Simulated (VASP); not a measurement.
Output of a VASP run:

**OSZICAR**
```
       N       E                     dE             d eps       ncg     rms          rms(c)
DAV:   1     0.475113640798E+02    0.47511E+02   -0.87231E+03  3276   0.136E+03
DAV:   2    -0.571821554490E+01   -0.53230E+02   -0.52072E+02  3327   0.543E+02
DAV:   3    -0.819016447216E+01   -0.24719E+01   -0.22957E+01  3473   0.569E+01
DAV:   4    -0.830379318693E+01   -0.11363E+00   -0.11187E+00  3615   0.119E+01
DAV:   5    -0.830925916473E+01   -0.54660E-02   -0.54561E-02  3429   0.223E+00    0.248E+01
DAV:   6    -0.830944263803E+01   -0.18347E-03   -0.32756E-02  3336   0.346E+00    0.147E+01
DAV:   7    -0.832322526438E+01   -0.13783E-01   -0.57090E-02  3249   0.446E+00    0.373E-01
DAV:   8    -0.832319949959E+01    0.25765E-04   -0.35849E-03  3186   0.902E-01    0.109E-01
DAV:   9    -0.832321624214E+01   -0.16743E-04   -0.22916E-04  3396   0.217E-01    0.344E-02
DAV:  10    -0.832321013914E+01    0.61030E-05   -0.30665E-05  3339   0.698E-02    0.506E-02
DAV:  11    -0.832321178301E+01   -0.16439E-05   -0.33182E-06  3247   0.224E-02    0.228E-03
DAV:  12    -0.832321206811E+01   -0.28510E-06   -0.16500E-07  2058   0.691E-03    0.153E-03
DAV:  13    -0.832321204461E+01    0.23500E-07   -0.33733E-08  1803   0.802E-03
   1 F= -.83232120E+01 E0= -.83224123E+01  d E =-.832321E+01
       N       E                     dE             d eps       ncg     rms          rms(c)
DAV:   1    -0.832376337232E+01   -0.55130E-03   -0.20458E-02  3076   0.178E+00    0.102E-01
DAV:   2    -0.832352044750E+01    0.24292E-03   -0.51629E-04  3308   0.334E-01    0.576E-02
DAV:   3    -0.832339640240E+01    0.12405E-03   -0.13276E-04  3752   0.137E-01    0.320E-02
DAV:   4    -0.832339545825E+01    0.94414E-06   -0.21702E-05  3311   0.411E-02    0.138E-02
DAV:   5    -0.832339528932E+01    0.16894E-06   -0.70041E-07  2918   0.122E-02    0.233E-03
DAV:   6    -0.832339520068E+01    0.88642E-07   -0.72130E-08  1818   0.464E-03
   2 F= -.83233952E+01 E0= -.83226477E+01  d E =-.183156E-03
       N       E                     dE             d eps       ncg     rms          rms(c)
DAV:   1    -0.832355081790E+01   -0.15553E-03   -0.70385E-03  3021   0.105E+00    0.594E-02
DAV:   2    -0.832346782598E+01    0.82992E-04   -0.17906E-04  3324   0.197E-01    0.338E-02
DAV:   3    -0.832342478001E+01    0.43046E-04   -0.45690E-05  3734   0.810E-02    0.188E-02
DAV:   4    -0.832342439037E+01    0.38964E-06   -0.75231E-06  3315   0.240E-02    0.812E-03
DAV:   5    -0.832342428077E+01    0.10960E-06   -0.19967E-07  2115   0.730E-03    0.127E-03
DAV:   6    -0.832342423466E+01    0.46106E-07   -0.35604E-08  1448   0.539E-03
   3 F= -.83234242E+01 E0= -.83227077E+01  d E =-.212190E-03
```

### OUTCAR
```
------------------------ aborting loop because EDIFF is reached ----------------------------------------
  FORCE on cell =-STRESS in cart. coord.  units (eV):
  Direction    XX          YY          ZZ          XY          YZ          ZX
  --------------------------------------------------------------------------------------
  Total        0.6153723      0.6153721      0.6155265     -0.0000000     -0.0000000      0.0000000
  in kB       15.8323511     15.8323462     15.8363186     -0.0000000     -0.0000000      0.0000000
  external PRESSURE =      15.8336720 kB  Pullay stress =       0.0000000 kB
  volume of cell :       62.27
      direct lattice vectors                 reciprocal lattice vectors
     1.794524718 -3.108207508  0.000000000     0.278625307 -0.160864421  0.000000000
     1.794524718  3.108207508  0.000000000     0.278625307  0.160864421 -0.000000000
     0.000000000  0.000000000  5.582306456     0.000000000  0.000000000  0.179137424
 POSITION                                       TOTAL-FORCE (eV/Angst)
 -----------------------------------------------------------------------------------
      1.79452      1.03607      1.39558         0.000000      0.000000      0.000000
      1.79452     -1.03607      4.18673        -0.000000     -0.000000      0.000000
 -----------------------------------------------------------------------------------
    total drift:                                0.000000      0.000089     -0.000011
  FREE ENERGIE OF THE ION-ELECTRON SYSTEM (eV)
  ---------------------------------------------------
  free  energy   TOTEN  =        -8.3234242347 eV

  energy  without entropy=       -8.3212746413  energy(sigma->0) =       -8.32270770

 reached required accuracy - stopping structural energy minimisation
```
(Selected blocks of OUTCAR.)

### POSCAR
```
Er
1
    1.7974755532    -3.1133185243     0.0000000000
    1.7974755532     3.1133185243     0.0000000000
    0.0000000000     0.0000000000     5.5639930187
Er
2
Direct
  0.3333330000   0.6666670000   0.2500000000
  0.6666670000   0.3333330000   0.7500000000
```

**Question.** Write an INCAR and KPOINTS that could have produced this output.

**Answer.** One answer among several that fit: the input of the run itself, RPBE GGA, plane waves, VASP's PBE PAW potentials (set 64).

**INCAR**
```
# general
SYSTEM   =  Er
PREC     =  Accurate
ENCUT    =  520   # plane-wave cut-off (eV)
LREAL    =  .FALSE.
LASPH    =  .TRUE.

# electronic loop
EDIFF    =  1E-7
NELM     =  100
ALGO     =  Normal
LMAXMIX  =  6   # l cut-off of mixed one-centre charges

# smearing
ISMEAR   =  1
SIGMA    =  0.1

# functional
GGA      =  RP

# ions
IBRION   =  2   # conjugate gradients
NSW      =  30
ISIF     =  4   # ions and shape, fixed volume
EDIFFG   =  -0.01   # ionic stop

# output
LWAVE    =  .FALSE.
LCHARG   =  .FALSE.
```

File KPOINTS:
```
Automatic
0
gamma
12 12 7
```

POTCAR, in this order: Er_3 (PBE.64 set). Program: vasp_std.

The 4f electrons are frozen in the core of the lanthanide potential, so 4f levels, which can set the real gap, and their magnetism are missing.

The compound is Er in the hcp structure. This cell is one point of a volume scan, at 0.97 of the reference volume. Symmetry was kept, so distortions that lower it aren't found.
